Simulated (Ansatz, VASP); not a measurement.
# AlN: VASP beside Ansatz, part 2 of 3

Wanted: the spread between two codes on one cell, functional and k mesh. The cell is taken from a series of runs on this material, whose earlier steps may have relaxed, scaled, displaced or heated it; both programs get it as it stands.

VASP 6.6.1 and Ansatz 0.2.0.

So far: The starting structure; VASP: zone-centre phonons, LDA, pair 1.

### 2. VASP: zone-centre phonons, LDA, pair 1 (continued)

Level of this step: LDA; plane waves and PAW (N, Al) (VASP).

Numbers of over 12 decimals in the logs are rounded to 6 here.

From OUTCAR (step 2):

```text
ion  position               nearest neighbor table
   1  0.333  0.667  0.386-   3 1.90   4 1.91   4 1.91   4 1.91
   2  0.667  0.333  0.886-   4 1.90   3 1.91   3 1.91   3 1.91
   3  0.333  0.667  0.994-   1 1.90   2 1.91   2 1.91   2 1.91   4 3.04   4 3.04   4 3.04   4 3.04
                             4 3.04   4 3.04
   4  0.667  0.333  0.494-   2 1.90   1 1.91   1 1.91   1 1.91   3 3.04   3 3.04   3 3.04   3 3.04
                             3 3.04   3 3.04

  LATTYP: Found a hexagonal cell.
 ALAT       =     3.1812811414
 C/A-ratio  =     1.5224118271

 Subroutine GETGRP returns: Found 12 space group operations
 (whereof  6 operations were pure point group operations)

The static configuration has the point symmetry C_3v.
 The point group associated with its full space group is C_6v.

 Found     48 irreducible k-points:

   k-points           NKPTS =     48   k-points in BZ     NKDIM =     48   number of bands    NBANDS=     14

   dimension x,y,z NGX =    28 NGY =   28 NGZ =   40
   dimension x,y,z NGXF=    56 NGYF=   56 NGZF=   80

   ENCUT  =  600.0 eV  44.10 Ry    6.64 a.u.   6.35  6.35  9.67*2*pi/ulx,y,z

   NELECT =      16.0000    total number of electrons

 k-points in reciprocal lattice and weights: Automatic mesh
   0.00000000  0.00000000  0.00000000       0.002
   0.11111111  0.00000000  0.00000000       0.012
   0.22222222  0.00000000  0.00000000       0.012
   0.33333333  0.00000000  0.00000000       0.012
   0.44444444  0.00000000  0.00000000       0.012
   0.11111111  0.11111111  0.00000000       0.012
   0.22222222  0.11111111  0.00000000       0.025
   0.33333333  0.11111111  0.00000000       0.025
   0.44444444  0.11111111  0.00000000       0.012
[...]
0.33333333  0.22222222  0.50000000       0.025
   0.33333333  0.33333333  0.50000000       0.004

 average (electrostatic) potential at core
       1 -60.0691       2 -60.0691       3 -70.2007       4 -70.2007

 POSITION                                       TOTAL-FORCE (eV/Angst)
 -----------------------------------------------------------------------------------
     -0.00000      1.83671      1.86830        -0.000000      0.000000      0.009246
      1.59064      0.91836      4.28991         0.000000     -0.000000      0.009246
     -0.00000      1.83671      4.81534        -0.000000      0.000000     -0.009246
      1.59064      0.91836      2.39373         0.000000     -0.000000     -0.009246
 -----------------------------------------------------------------------------------
    total drift:                                0.000000      0.000000      0.000552

 MACROSCOPIC STATIC DIELECTRIC TENSOR (including local field effects in DFT)
 ------------------------------------------------------
           4.495842     0.000000     0.000000
          -0.000000     4.495842     0.000000
           0.000000     0.000000     4.671201
 ------------------------------------------------------

 PIEZOELECTRIC TENSOR (including local field effects)  for field in x, y, z        (C/m^2)
          XX          YY          ZZ          XY          YZ          ZX
  --------------------------------------------------------------------------------
  x     0.00000    -0.00000     0.00000     0.00000     0.00000     0.32130
  y     0.00000    -0.00000    -0.00000     0.00000     0.32130     0.00000
  z     0.22510     0.22510    -0.21367     0.00000    -0.00000     0.00000

 BORN EFFECTIVE CHARGES (including local field effects) (in |e|, cummulative output)
 ---------------------------------------------------------------------------------
 ion    1
    1    -2.52124     0.00000     0.00000
    2     0.00000    -2.52124    -0.00000
    3     0.00000     0.00000    -2.72519
 ion    2
    1    -2.52124    -0.00000     0.00000
    2    -0.00000    -2.52124     0.00000
    3     0.00000     0.00000    -2.72519
 ion    3
    1     2.52124     0.00000     0.00000
    2     0.00000     2.52124     0.00000
    3     0.00000     0.00000     2.72519
 ion    4
    1     2.52124    -0.00000     0.00000
    2    -0.00000     2.52124     0.00000
    3     0.00000     0.00000     2.72519

 Eigenvectors and eigenvalues of the dynamical matrix
 ----------------------------------------------------

   1 f  =   21.377685 THz   134.319954 2PiTHz  713.082805 cm-1    88.410960 meV
             X         Y         Z           dx          dy          dz
     -0.000000  1.836714  1.868300    -0.000000    0.000000    0.706506
      1.590641  0.918357  4.289910    -0.000000    0.000000   -0.706506
     -0.000000  1.836714  4.815344     0.000000   -0.000000   -0.029142
      1.590641  0.918357  2.393734     0.000000    0.000000    0.029142

   2 f  =   19.049629 THz   119.692347 2PiTHz  635.427216 cm-1    78.782898 meV
             X         Y         Z           dx          dy          dz
     -0.000000  1.836714  1.868300    -0.573741   -0.000005   -0.000000
      1.590641  0.918357  4.289910    -0.573741   -0.000005    0.000000
     -0.000000  1.836714  4.815344     0.413306    0.000004    0.000000
      1.590641  0.918357  2.393734     0.413306    0.000004    0.000000

   3 f  =   19.049629 THz   119.692347 2PiTHz  635.427216 cm-1    78.782898 meV
             X         Y         Z           dx          dy          dz
     -0.000000  1.836714  1.868300     0.000005   -0.573741   -0.000000
      1.590641  0.918357  4.289910     0.000005   -0.573741   -0.000000
     -0.000000  1.836714  4.815344    -0.000004    0.413306   -0.000000
      1.590641  0.918357  2.393734    -0.000004    0.413306   -0.000000

   4 f  =   18.743993 THz   117.771981 2PiTHz  625.232302 cm-1    77.518891 meV
             X         Y         Z           dx          dy          dz
     -0.000000  1.836714  1.868300    -0.602108    0.000002   -0.000000
      1.590641  0.918357  4.289910     0.602108   -0.000002    0.000000
     -0.000000  1.836714  4.815344    -0.370763    0.000001    0.000000
      1.590641  0.918357  2.393734     0.370763   -0.000001    0.000000

   5 f  =   18.743993 THz   117.771981 2PiTHz  625.232302 cm-1    77.518891 meV
             X         Y         Z           dx          dy          dz
     -0.000000  1.836714  1.868300    -0.000002   -0.602108   -0.000000
      1.590641  0.918357  4.289910     0.000002    0.602108   -0.000000
     -0.000000  1.836714  4.815344    -0.000001   -0.370763   -0.000000
      1.590641  0.918357  2.393734     0.000001    0.370763   -0.000000

   6 f  =   17.595628 THz   110.556592 2PiTHz  586.926978 cm-1    72.769638 meV
             X         Y         Z           dx          dy          dz
     -0.000000  1.836714  1.868300     0.000000   -0.000000   -0.573758
      1.590641  0.918357  4.289910     0.000000    0.000000   -0.573758
     -0.000000  1.836714  4.815344    -0.000000    0.000000    0.413282
      1.590641  0.918357  2.393734    -0.000000   -0.000000    0.413282

   7 f  =   15.697382 THz    98.629560 2PiTHz  523.608305 cm-1    64.919127 meV
             X         Y         Z           dx          dy          dz
     -0.000000  1.836714  1.868300     0.000000   -0.000000    0.029142
      1.590641  0.918357  4.289910     0.000000    0.000000   -0.029142
     -0.000000  1.836714  4.815344    -0.000000    0.000000    0.706506
      1.590641  0.918357  2.393734     0.000000   -0.000000   -0.706506

   8 f  =    7.519446 THz    47.246070 2PiTHz  250.821707 cm-1    31.097914 meV
             X         Y         Z           dx          dy          dz
     -0.000000  1.836714  1.868300    -0.370763   -0.000000    0.000000
      1.590641  0.918357  4.289910     0.370763    0.000000    0.000000
     -0.000000  1.836714  4.815344     0.602108    0.000000    0.000000
      1.590641  0.918357  2.393734    -0.602108   -0.000000    0.000000

   9 f  =    7.519446 THz    47.246070 2PiTHz  250.821707 cm-1    31.097914 meV
             X         Y         Z           dx          dy          dz
     -0.000000  1.836714  1.868300    -0.000000    0.370763    0.000000
      1.590641  0.918357  4.289910     0.000000   -0.370763   -0.000000
     -0.000000  1.836714  4.815344     0.000000   -0.602108    0.000000
      1.590641  0.918357  2.393734    -0.000000    0.602108    0.000000

  10 f/i=    0.000118 THz     0.000741 2PiTHz    0.003932 cm-1     0.000487 meV
             X         Y         Z           dx          dy          dz
     -0.000000  1.836714  1.868300    -0.048832   -0.410411    0.000000
      1.590641  0.918357  4.289910    -0.048832   -0.410411    0.000000
     -0.000000  1.836714  4.815344    -0.067787   -0.569722    0.000000
      1.590641  0.918357  2.393734    -0.067787   -0.569722    0.000000

  11 f/i=    0.000118 THz     0.000741 2PiTHz    0.003932 cm-1     0.000487 meV
             X         Y         Z           dx          dy          dz
     -0.000000  1.836714  1.868300     0.410411   -0.048832    0.000000
      1.590641  0.918357  4.289910     0.410411   -0.048832    0.000000
     -0.000000  1.836714  4.815344     0.569722   -0.067787    0.000000
      1.590641  0.918357  2.393734     0.569722   -0.067787    0.000000

  12 f/i=    0.000640 THz     0.004023 2PiTHz    0.021356 cm-1     0.002648 meV
             X         Y         Z           dx          dy          dz
     -0.000000  1.836714  1.868300     0.000000   -0.000000   -0.413282
      1.590641  0.918357  4.289910     0.000000   -0.000000   -0.413282
     -0.000000  1.836714  4.815344     0.000000   -0.000000   -0.573758
      1.590641  0.918357  2.393734     0.000000   -0.000000   -0.573758

 MACROSCOPIC STATIC DIELECTRIC TENSOR IONIC CONTRIBUTION
 ------------------------------------------------------
           3.959648    -0.000000    -0.000000
          -0.000000     3.959648     0.000000
          -0.000000     0.000000     5.422475
 ------------------------------------------------------

 ELASTIC MODULI CONTR FROM IONIC RELAXATION (kBar)
 Direction    XX          YY          ZZ          XY          YZ          ZX
 --------------------------------------------------------------------------------
 XX        -549.5827    299.7431    417.8523      0.0000      0.0000      0.0000
 YY         299.7431   -549.5827    417.8523     -0.0000     -0.0000     -0.0000
 ZZ         417.8523    417.8523  -1397.7010      0.0000      0.0000     -0.0000
 XY           0.0000     -0.0000      0.0000   -424.6629      0.0000     -0.0000
 YZ           0.0000     -0.0000      0.0000      0.0000    -64.2678      0.0000
 ZX           0.0000     -0.0000     -0.0000     -0.0000      0.0000    -70.1345
 --------------------------------------------------------------------------------

 PIEZOELECTRIC TENSOR IONIC CONTR  for field in x, y, z        (C/m^2)
          XX          YY          ZZ          XY          YZ          ZX
  --------------------------------------------------------------------------------
  x     0.00000    -0.00000    -0.00000    -0.00000     0.00000    -0.49587
  y     0.00000    -0.00000     0.00000     0.00000    -0.47468     0.00000
  z    -0.77444    -0.77444     2.59047    -0.00000    -0.00000     0.00000
```

### 3. Ansatz: zone-centre phonons, LDA, pair 1

Ansatz runs on its PAW soft_1 files.

The same cell, functional (in two slightly different forms) and mesh now go to Ansatz, which takes its cutoff from its data sets.

Input file input.yaml:

```yaml
crystal:
  lattice:
    - [3.1812811414, 0.0, 0.0]
    - [-1.5906405707, 2.755070285, 0.0]
    - [0.0, 0.0, 4.8432200349]
  atoms:
    - { symbol: "N", position: [0.3333333333, 0.6666666667, 0.3857557063] }
    - { symbol: "N", position: [0.6666666667, 0.3333333333, 0.8857557063] }
    - { symbol: Al, position: [0.3333333333, 0.6666666667, -0.0057557063] }
    - { symbol: Al, position: [0.6666666667, 0.3333333333, 0.4942442937] }
kpoints:
  mp_grid: { grid: [9, 9, 6] }
hamiltonian:
  xc: lda
  pseudopotentials: { kind: paw, azcp: { folder: soft_1 }, xc_functional: pbe }
scf:
  occupations: { method: fixed }
output:
  eigenvalues: true
phonons:
  method: dfpt
  dielectric: true
  rigid_motions: translations
```

On the command line:

```sh
ansatz run input.yaml --threads 8 --pin off --max-ram 16384MiB --backend cpu --events-out ev --progress --plain --runs-dir out
```

Output:

```text
Engine: ansatz 0.2.0, aarch64-unknown-linux-gnu
Pseudopotentials: kind: paw
Pseudopotential: N, paw, valence charge 5, recommended cutoff 420 eV (normal), soft_1/N.paw.azcp
Pseudopotential: Al, paw, valence charge 3, recommended cutoff 420 eV (normal), soft_1/Al.paw.azcp
Functional definition: SPW92
  exchange = slater_x
  correlation = pw_c
Crystal: 4 atoms, lattice volume = 42.449 Å³
Basis set: ecut = 420 eV, 845 PW (Γ), exchange–correlation on 48×48×72 points (8 copies of the dense FFT grid, shifted against one another)
Bands: 12, of which v1, the nominal top of the filled ones, is band 8 counted from 1 (7 counted from 0)
Symmetry: 12 space group operations
k-points: 140 of 486 (irreducible under 2 space group operations, time reversal used)
Non-local potential: N, projectors of the file, l = 0: 2, l = 1: 2, l = 2: 1
Non-local potential: Al, projectors of the file, l = 0: 2, l = 1: 2, l = 2: 1
PAW form: soft (Blöchl's): semilocal exchange-correlation on the pseudo side does not see the compensation charge
PAW frozen core: N, regenerated for the run's functional, and the local potential with it (the file was generated under x = pbe(κ = 0.804, μ = 0.219515), c = pbe(β = 0.066725))
PAW frozen core: Al, regenerated for the run's functional, and the local potential with it (the file was generated under x = pbe(κ = 0.804, μ = 0.219515), c = pbe(β = 0.066725))
PAW one-centre angular grid: N, 110 points (default); XC on 64 Gauss nodes
PAW one-centre angular grid: Al, 110 points (default); XC on 64 Gauss nodes
Initial density: superposition of atomic densities (chi_scale 0.1, normalization cell, long waves kept (reshape's long-wave potential 0.00 eV rms))
Initial wavefunctions: pseudopotential atomic-orbital guess
Functional: x = slater, c = lda
SCF iter   1: F=—  HF=-1782.481210 eV  |F-HF|=—  |Δ(HF+E_count)|=         —  Δρ=1.30e-1  dr2=8.89e0  ethr=3.10e-3  ⟨swp⟩=4.7  Hψ=9019  notcnv=0  defer=59
preconditioner: auto → none  [insulator: Δε(μ)=5.229 eV  Ē_g=13.991 eV  n_scr=8 (ndim 8)  ℏωp=22.8 eV  f_vac=0.000  ε∞_Penn≈3.7]
SCF iter   2: F=—  HF=-1780.105901 eV  |F-HF|=—  |Δ(HF+E_count)|=    2.38e0  Δρ=7.64e-2  dr2=1.53e0  ethr=3.10e-3  ⟨swp⟩=3.2  Hψ=5046  notcnv=0  defer=273
SCF iter   3: F=—  HF=-1779.650707 eV  |F-HF|=—  |Δ(HF+E_count)|=   4.55e-1  Δρ=2.17e-2  dr2=1.06e-1  ethr=3.10e-3  ⟨swp⟩=2.0  Hψ=4046  notcnv=0  defer=247
SCF iter   4: F=—  HF=-1779.612581 eV  |F-HF|=—  |Δ(HF+E_count)|=   3.81e-2  Δρ=9.05e-4  dr2=1.10e-4  ethr=6.63e-4  ⟨swp⟩=2.0  Hψ=2021  notcnv=0  defer=280
SCF iter   5: F=—  HF=-1779.612494 eV  |F-HF|=—  |Δ(HF+E_count)|=   8.72e-5  Δρ=2.35e-4  dr2=6.63e-6  ethr=6.88e-7  ⟨swp⟩=2.0  Hψ=2804  notcnv=0  defer=278
SCF iter   6: F=—  HF=-1779.612490 eV  |F-HF|=—  |Δ(HF+E_count)|=   3.62e-6  Δρ=2.74e-5  dr2=2.21e-7  ethr=4.14e-8  ⟨swp⟩=2.0  Hψ=2800  notcnv=0  defer=5
SCF iter   7: F=—  HF=-1779.612490 eV  |F-HF|=—  |Δ(HF+E_count)|=   7.50e-7  Δρ=3.85e-6  dr2=3.42e-9  ethr=1.38e-9  ⟨swp⟩=2.9  Hψ=2767  notcnv=0  defer=1
SCF iter   8: F=—  HF=-1779.612490 eV  |F-HF|=—  |Δ(HF+E_count)|=  4.44e-10  Δρ=1.05e-6  dr2=2.03e-10  ethr=1.00e-12  ⟨swp⟩=7.3  Hψ=10216  notcnv=0
SCF iter   9: F=-1779.612490 eV  HF=-1779.612490 eV  |F-HF|=0.00e0  |Δ(HF+E_count)|=  1.21e-11  Δρ=2.25e-8  dr2=8.00e-14  ethr=1.00e-12  ⟨swp⟩=5.0  Hψ=6531  notcnv=0
SCF 1 converged in 9 iterations: F = -1779.612490 eV  dr2 = 8.00e-14
  greatest PAW one-centre occupation: 0.780 electrons in one spin orbital (limit 2), on the N atom at site 1 (counted from 0), in its partial waves of l = 0
NSCF: frozen V_eff on 4 k-points
DFPT response loops at Γ: preconditioner auto → none (the input reference at scf.mixing.eps_inf says where Resta's filter doesn't serve); β = 0.50; Broyden in place of MSR1
── the response to a field inside a basis, on 10×10×6 k-points: an SCF that follows is theirs, and a resumed run solves both again ──
Bands: 9, of which v1, the nominal top of the filled ones, is band 8 counted from 1 (7 counted from 0)
k-points: 90 of 600 (irreducible under 4 space group operations, time reversal used)
Initial density: handed on by an earlier stage of this run
Initial wavefunctions: pseudopotential atomic-orbital guess (no wavefunctions were taken with the density)
Eigensolver: Dense (90 Hₖ)
SCF iter   1: F=—  HF=-1779.614632 eV  |F-HF|=—  |Δ(HF+E_count)|=         —  Δρ=3.77e-4  dr2=8.54e-6  ethr=1.00e-1
preconditioner: auto → none  [insulator: Δε(μ)=4.228 eV  Ē_g=11.068 eV  n_scr=8 (ndim 8)  ℏωp=22.8 eV  f_vac=0.000  ε∞_Penn≈5.2]
SCF iter   2: F=—  HF=-1779.614633 eV  |F-HF|=—  |Δ(HF+E_count)|=   5.09e-7  Δρ=1.82e-4  dr2=2.51e-6  ethr=5.34e-8
SCF iter   3: F=—  HF=-1779.614633 eV  |F-HF|=—  |Δ(HF+E_count)|=   6.69e-7  Δρ=6.61e-5  dr2=8.66e-7  ethr=1.57e-8
SCF iter   4: F=-1779.614633 eV  HF=-1779.614633 eV  |F-HF|=2.82e-10  |Δ(HF+E_count)|=   1.97e-7  Δρ=5.29e-6  dr2=3.25e-9  ethr=5.41e-9
SCF 1 converged in 4 iterations: F = -1779.614633 eV  dr2 = 3.25e-9
DFPT response loops at Γ: mixed as the last ones told, above
SCF converged after 9 iterations
Free energy (F): -1779.612490 eV
Harris-Foulkes:  -1779.612490 eV  (|F-HF|=0.00e0)
Internal energy: -1779.612490 eV  (E = F + TS)
E sigma→0 (E₀):  -1779.612490 eV
Fermi energy:    6.975872 eV
--- Per-component energies (eV) ---
  E_band       = 24.337194
  E_kinetic    = 310.561713
  E_local      = -425.238363  (includes V_loc(G=0)·N_el)
  E_nonlocal   = 92.553052
  E_hartree    = 154.760678
  E_xc         = -195.337179
  E_vxc        = -212.555458  (∫ρ·V_xc dr)
  E_paw        = -1128.662205  (= ΣΔE_a)
  E_vpaw       = -50.506798  (= ΣTr[D̂ρ^β])
  E_aug_tail   = 0.001691  (compensation charges beyond the density's cutoff)
  E_ewald      = -588.523398
  E_core_change = 0.271521  (= ΣΔE_core)
  E_smearing   = -0.000000  (= −TS)
  E_closure    = -0.000000  (closes the sum)
  Σ components = -1779.612490   (vs F -1779.612490, Δ=0.00e0)
--- Band table (eV; the first three rows and the last of 140) ---
  k-point 0: bands = [... 4 lower, 5.5785, 6.3784, 6.3784, 6.9759, 10.7697, 12.6573, 17.0560, 17.0560]
  k-point 1: bands = [... 4 lower, 5.6288, 6.3218, 6.3218, 6.3706, 11.2518, 12.7653, 17.0157, 17.0157]
  k-point 2: bands = [... 4 lower, 5.7681, 5.7681, 6.1686, 6.1686, 12.1447, 12.9573, 16.8079, 17.0626]
  k-point 139: bands = [... 4 lower, 4.0736, 4.0736, 5.8331, 5.8331, 13.2417, 13.2417, 15.7096, 15.7096]
--- Phonons (Γ-DFPT): 4 representative perturbations + reference, on 140 of 486 k-points (Σ response iterations 12) ---
  k mesh reduced under 2 symmetry operations, with k and −k counted as one. Each operation leaves every solved perturbation unchanged. A smaller set is not considered because the run solves the response to a homogeneous field
  ASR residual: 1.139e-5 → 0.000e0 eV/Å²; symmetrization residual: 4.304e-6 eV/Å²
  ASR residual per site (eV/Å²): 1.14e-5 1.14e-5 1.71e-6 1.71e-6
  Γ frequencies (cm⁻¹): 0.00 0.00 0.00 251.20 251.20 521.87 581.44 619.08 619.08 630.13 630.13 708.56
  ε∞ (high-frequency dielectric tensor):
        4.497249     0.000000     0.000000
        0.000000     4.497249    -0.000000
        0.000000     0.000000     4.673864
  ε⁰ (static dielectric tensor: ions relaxed, cell fixed):
        8.569809    -0.000000     0.000000
       -0.000000     8.569809     0.000000
        0.000000     0.000000    10.251763
  ε⁰ − ε∞ (ionic part):
        4.072560    -0.000000     0.000000
       -0.000000     4.072560     0.000000
        0.000000     0.000000     5.577899
  softest optical mode at Γ: 251.20 cm⁻¹; the repairs (sum rule, projections) moved no ω² at Γ by more than (1.11 cm⁻¹)²
  Born effective charges Z* (e; rows j = field, columns β = displacement):
    site 0:
        -2.53600   -0.00000    0.00000
         0.00000   -2.53600   -0.00000
        -0.00000    0.00000   -2.73857
    site 1:
        -2.53600    0.00000   -0.00000
        -0.00000   -2.53600   -0.00000
         0.00000   -0.00000   -2.73857
    site 2:
         2.53600   -0.00000   -0.00000
        -0.00000    2.53600    0.00000
        -0.00000    0.00000    2.73857
    site 3:
         2.53600   -0.00000   -0.00000
        -0.00000    2.53600    0.00000
        -0.00000    0.00000    2.73857
  Z* charge neutrality: 1.161e-3 e pre-enforcement
  solved inside a basis spanned on kpoints, on 10×10×6 k-points, its susceptibility summed on 14×14×8: ε∞ is read to err by 1.3e-2, Z* by 1.1e-2 e (field_mesh: kpoints solves on kpoints); Z* is corrected for what the basis lacks
  optical modes at Γ without the LO–TO term, one row a degenerate level:
      ω (cm⁻¹)  modes    IR ((D/Å)²/amu)
        251.20      2             0.0000
        521.87      1             0.0000
        581.44      1            37.5311
[...]
optical modes at Γ + LO–TO along q̂ = [1.0000, 0.0000, 0.0000]:
      ω (cm⁻¹)  modes    IR ((D/Å)²/amu)
[...]
optical modes at Γ + LO–TO along q̂ = [0.0000, 1.0000, 0.0000]:
      ω (cm⁻¹)  modes    IR ((D/Å)²/amu)
[...]
708.56      1             0.0000
        869.85      1            32.1841
  optical modes at Γ + LO–TO along q̂ = [0.0000, 0.0000, 1.0000]:
      ω (cm⁻¹)  modes    IR ((D/Å)²/amu)
        251.20      2             0.0000
        521.87      1             0.0000
        619.08      2             0.0000
        630.13      2            64.3682
        708.56      1             0.0000
        861.13      1            37.5311
```

Reading the cycles: dr2 is the Hartree energy of the density residual (eV), the measure of convergence; HF is the Harris–Foulkes estimate of the energy, which meets the free energy F at convergence.

(Part 2 of 3 ends here.)

[Lines on the potential files, build, host, timing and source positions are cut from VASP's logs without a mark.]

[Logs are printed without paths, hosts, clocks, repeated set-up lines and the standing remarks that a program may print on its own settings, such as how far it seeks lower states.]

[Hosts, paths, dates, database ids (printed as entryN), source tags and the programs' standing remarks are cut or masked in the printed files.]
